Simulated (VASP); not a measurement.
A run of VASP 6.6.1 is set up as follows.

Contents of INCAR:

```
SYSTEM = Ge2H
ALGO = Normal ; EDIFF = 1E-6
EDIFFG = -0.005 ; ENCUT = 300
GGA = PE ; IBRION = 2
ISIF = 2 ; ISMEAR = 0
KPAR = 4 ; LASPH = .TRUE.
LCHARG = .FALSE. ; LREAL = .FALSE.
LWAVE = .FALSE. ; NELM = 60
NSW = 40 ; PREC = Accurate
SIGMA = 0.03
```

Contents of KPOINTS:

```
k-points
0
G
  4 4 1
  0 0 0
```

Contents of POSCAR:

```
Ge2H
1.0
    8.1486985500      0.0000000000      0.0000000000
    0.0000000000      8.1486985500      0.0000000000
    0.0000000000      0.0000000000     24.3829319000
Ge H
24 12
Selective dynamics
Direct
    0.0000000000      0.0990556500      0.6321197100  T T T
    0.0000000000      0.4009443500      0.6321197100  T T T
    0.5000000000      0.0990556500      0.6321197100  T T T
    0.5000000000      0.4009443500      0.6321197100  T T T
    0.2500000000      0.0000000000      0.5832945800  T T T
    0.2500000000      0.5000000000      0.5832945800  T T T
    0.7500000000      0.0000000000      0.5832945800  T T T
    0.7500000000      0.5000000000      0.5832945800  T T T
    0.2500000000      0.2500000000      0.5242163600  T T T
    0.2500000000      0.7500000000      0.5242163600  T T T
    0.7500000000      0.2500000000      0.5242163600  T T T
    0.7500000000      0.7500000000      0.5242163600  T T T
    0.0000000000      0.2500000000      0.4651381500  T T T
    0.0000000000      0.7500000000      0.4651381500  T T T
    0.5000000000      0.2500000000      0.4651381500  T T T
    0.5000000000      0.7500000000      0.4651381500  T T T
    0.0000000000      0.0000000000      0.4060599400  T T T
    0.0000000000      0.5000000000      0.4060599400  T T T
    0.5000000000      0.0000000000      0.4060599400  T T T
    0.5000000000      0.5000000000      0.4060599400  T T T
    0.2500000000      0.0000000000      0.3469817300  F F F
    0.2500000000      0.5000000000      0.3469817300  F F F
    0.7500000000      0.0000000000      0.3469817300  F F F
    0.7500000000      0.5000000000      0.3469817300  F F F
    0.2500000000      0.1508580500      0.3075922100  F F F
    0.2500000000      0.8491419500      0.3075922100  F F F
    0.2500000000      0.6508580500      0.3075922100  F F F
    0.2500000000      0.3491419500      0.3075922100  F F F
    0.7500000000      0.1508580500      0.3075922100  F F F
    0.7500000000      0.8491419500      0.3075922100  F F F
    0.7500000000      0.6508580500      0.3075922100  F F F
    0.7500000000      0.3491419500      0.3075922100  F F F
    0.0000000000      0.0376961600      0.6924077900  T T T
    0.0000000000      0.4623038400      0.6924077900  T T T
    0.5000000000      0.0376961600      0.6924077900  T T T
    0.5000000000      0.4623038400      0.6924077900  T T T
```

Potentials or basis: VASP PAW PBE potentials, release 64 (Ge, H).

Launch:

```sh
$ cat potpaw_PBE.64/Ge/POTCAR potpaw_PBE.64/H/POTCAR > POTCAR
$ mpirun -np 4 vasp_std > vasp.out
```

**Question.** What does it give for the band gap on the k mesh?

**Answer.** 0.90 eV.

**Question.** Estimate the energy gained by relaxing.

**Answer.** 11.1 meV/atom.

Step by step:
```
step  energy change (eV)  largest force (eV/Å)  pressure (GPa)
   1              0.0000                0.7933            0.12
   2             -0.1875                0.4034            0.10
   3             -0.2126                0.3787            0.10
   4             -0.2824                0.2929            0.08
   5             -0.3242                0.2402            0.06
   6             -0.3626                0.1968            0.02
   7             -0.3635                0.2228            0.01
   8             -0.3822                0.2658            0.02
   9             -0.3824                0.2609            0.02
  10             -0.3895                0.2752            0.01
  11             -0.3904                0.2832            0.01
  12             -0.3941                0.2885            0.00
  13             -0.3948                0.2920            0.00
  14             -0.3968                0.2740            0.00
  15             -0.3969                0.2715            0.00
  16             -0.3973                0.2565            0.02
  17             -0.3976                0.2618            0.01
  18             -0.3979                0.2617            0.01
  19             -0.3980                0.2616            0.01
  20             -0.3983                0.2621            0.01
  21             -0.3988                0.2639            0.00
  22             -0.3986                0.2678           -0.01
  23             -0.3989                0.2652            0.00
  24             -0.3991                0.2615           -0.01
  25             -0.3991                0.2621           -0.01
  26             -0.3991                0.2596           -0.01
  27             -0.3991                0.2604           -0.01
```

Caveat: the cutoff is under 1.25 times the usual one of these potentials, so pressure, stress and relaxed cells hold a basis-set (Pulay) error.
